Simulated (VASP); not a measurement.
Computed with PBE GGA, VASP's PBE PAW potentials (set 64) (plane waves; VASP).

VASP input:

POSCAR:
```
CdTe
6.6081930
  0.0000000000   0.4999999630   0.4999999630
  0.4999999630   0.0000000000   0.4999999630
  0.4999999630   0.4999999630   0.0000000000
Cd Te
1 1
Cart
  0.0000000000   0.4999999630   0.4999999630
  0.2499999815   0.2499999815   0.2499999815
```

**KPOINTS**
```
Automatic
0
gamma
 6 6 6
0 0 0
```

**INCAR**
```
SYSTEM  =  CdTe
PREC  =  Accurate; ENCUT  =  530; LREAL  =  .False.
LASPH  =  .True.
EDIFF  =  1E-7; NELM  =  100; ALGO  =  Normal
LMAXMIX  =  4
ISMEAR  =  0; SIGMA  =  0.05
GGA  =  PE
IBRION  =  6; NSW  =  1; ISIF  =  3
POTIM  =  0.015; NFREE  =  2
LWAVE  =  .False.; LCHARG  =  .False.
```

POTCAR, in this order: Cd Te (PBE.64 set). Program: vasp_std.

What VASP printed:

OUTCAR:
```


   1 f  =    3.971996 THz    24.956784 2PiTHz  132.491510 cm-1    16.426846 meV

   2 f  =    3.971996 THz    24.956784 2PiTHz  132.491510 cm-1    16.426846 meV

   3 f  =    3.971996 THz    24.956784 2PiTHz  132.491510 cm-1    16.426846 meV

   4 f/i=    0.008184 THz     0.051424 2PiTHz    0.273003 cm-1     0.033848 meV

   5 f/i=    0.008184 THz     0.051424 2PiTHz    0.273003 cm-1     0.033848 meV

   6 f/i=    0.008184 THz     0.051424 2PiTHz    0.273003 cm-1     0.033848 meV

 ELASTIC MODULI CONTR FROM IONIC RELAXATION (kBar)
 Direction    XX          YY          ZZ          XY          YZ          ZX
 --------------------------------------------------------------------------------
 XX           0.0000      0.0000      0.0000      0.0000      0.0000      0.0000
 YY           0.0000      0.0000      0.0000      0.0000      0.0000      0.0000
 ZZ           0.0000      0.0000      0.0000      0.0000      0.0000      0.0000
 XY           0.0000      0.0000      0.0000   -132.4746     -0.0000      0.0000
 YZ           0.0000      0.0000      0.0000     -0.0000   -132.4746     -0.0000
 ZX           0.0000      0.0000      0.0000      0.0000     -0.0000   -132.4746
 --------------------------------------------------------------------------------

 TOTAL ELASTIC MODULI (kBar)
 Direction    XX          YY          ZZ          XY          YZ          ZX
 --------------------------------------------------------------------------------
 XX         468.0141    306.7811    306.7811     -0.0000     -0.0000      0.0000
 YY         306.7811    468.0141    306.7811      0.0000      0.0000     -0.0000
 ZZ         306.7811    306.7811    468.0141     -0.0000      0.0000     -0.0000
 XY          -0.0000      0.0000     -0.0000    185.1363     -0.0000      0.0000
 YZ          -0.0000      0.0000      0.0000     -0.0000    185.1363     -0.0000
 ZX           0.0000     -0.0000     -0.0000      0.0000     -0.0000    185.1363
 --------------------------------------------------------------------------------
```
(Selected blocks of OUTCAR.)

The compound is CdTe in the zinc blende structure. It was relaxed first, which changed the volume by +6 %.
